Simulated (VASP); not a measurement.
Data:

```yaml
crystal:
  lattice:
    - [1.81319, -3.06361, 0.00000]
    - [1.81319, 3.06361, 0.00000]
    - [0.00000, 0.00000, 5.43818]
  atoms:
    - { symbol: Er, position: [0.33333, 0.66667, 0.25000] }
    - { symbol: Er, position: [0.69414, 0.36080, 0.75000] }
```

All values below come from PBE GGA, VASP's PBE PAW potentials (set 64) (plane waves; VASP 6.6.1). Settings: 400 eV cut-off, 11×11×6 Γ-centred mesh, first-order Methfessel-Paxton smearing of 0.20 eV, potentials Er_3.

The 4f electrons are frozen in the core of the lanthanide potential, so 4f levels, which can set the real gap, and their magnetism are missing.

### Question
Give the force on each atom (eV/Å).

### Answer

```tsv
atom	Fx	Fy	Fz
Er1	0.155	0.028	0.000
Er2	-0.155	-0.028	0.000
```

### Question
Give the stress tensor in GPa (positive for a compressed cell).

### Answer

```
-0.39  -0.41   0.00
-0.41   1.30   0.00
 0.00   0.00   1.90
```
The pressure is its mean diagonal, 0.94 GPa.

The compound is Er in the hcp structure. The cell was not relaxed at this level, atoms are displaced from their ideal sites. The run is one of a series of settings (SIGMA = 0.2 against the base run), some of them coarse on purpose.
